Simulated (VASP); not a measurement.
Input of a VASP 6.6.1 run:

Contents of INCAR:

```
PREC = Accurate ; ENCUT = 600
EDIFF = 1E-6 ; ISMEAR = 0
SIGMA = 0.03 ; LREAL = False
LASPH = True ; NELM = 80
ALGO = Normal ; ISIF = 3
LWAVE = False ; LCHARG = False
GGA = CA ; IBRION = 2
NSW = 90 ; EDIFFG = -0.01
KPAR = 4
```

The input KPOINTS:

```
Automatic mesh
0
Gamma
  8 8 8
```

The input POSCAR:

```
BaWO4
1.0
   -2.8333659050      2.8333659050      6.3692668700
    2.8333659050     -2.8333659050      6.3692668700
    2.8333659050      2.8333659050     -6.3692668700
Ba W O
2 2 8
Direct
    0.2500000000      0.7500000000      0.5000000000
    0.5000000000      0.5000000000      0.0000000000
    0.7500000000      0.2500000000      0.5000000000
    0.0000000000      0.0000000000      0.0000000000
    0.1521447700      0.0468918600      0.3562399500
    0.6906519100      0.7959048200      0.6437600500
    0.0593480900      0.4540951800      0.8562399500
    0.5459048200      0.4021447700      0.6052529100
    0.2040951800      0.8478552300      0.8947470900
    0.9531081400      0.3093480900      0.1052529100
    0.7968918600      0.9406519100      0.3947470900
    0.5978552300      0.2031081400      0.1437600500
```

Potentials or basis: VASP PAW LDA potentials, release 64 (Ba_sv, W_sv, O).

The run is started by

```console
$ cat potpaw_LDA.64/Ba_sv/POTCAR potpaw_LDA.64/W_sv/POTCAR potpaw_LDA.64/O/POTCAR > POTCAR
$ mpirun -np 4 vasp_std > vasp.out
```

Estimate the band gap on the k mesh.

4.56 eV, indirect (least direct gap 4.63 eV).

What does it give for the space group after relaxing (to 0.05 Å)?

I4_1/a (No. 88).

Step by step:
```tsv
step	energy change (eV)	largest force (eV/Å)	pressure (GPa)	volume (Å³)
1	0.0000	0.0109	-3.96	204.53
2	0.0540	1.7036	5.81	192.31
3	-0.0679	0.6910	-0.05	199.19
4	-0.1513	0.0732	0.17	192.72
5	-0.1513	0.0732	0.18	192.72
6	-0.1522	0.0902	-0.41	193.32
7	-0.1523	0.0816	-0.34	193.23
8	-0.1531	0.0700	-0.31	193.28
9	-0.1549	0.0454	-0.29	193.41
10	-0.1561	0.0839	-0.21	193.68
11	-0.1577	0.0681	-0.23	193.53
12	-0.1616	0.0351	-0.33	193.08
13	-0.1641	0.1130	-0.54	192.19
14	-0.1656	0.0566	-0.19	191.74
15	-0.1659	0.0422	0.15	191.32
16	-0.1659	0.0390	0.11	191.41
17	-0.1659	0.0385	0.06	191.46
18	-0.1663	0.0338	0.03	191.47
19	-0.1672	0.0237	-0.02	191.53
20	-0.1676	0.0337	-0.12	191.63
21	-0.1677	0.0266	-0.09	191.60
22	-0.1677	0.0242	0.12	191.47
23	-0.1677	0.0045	0.02	191.54
```

Caveat: spin-orbit coupling is left out, which moves the levels of the heavy elements. LDA gaps usually lie below the measured ones, often by a third to a half.
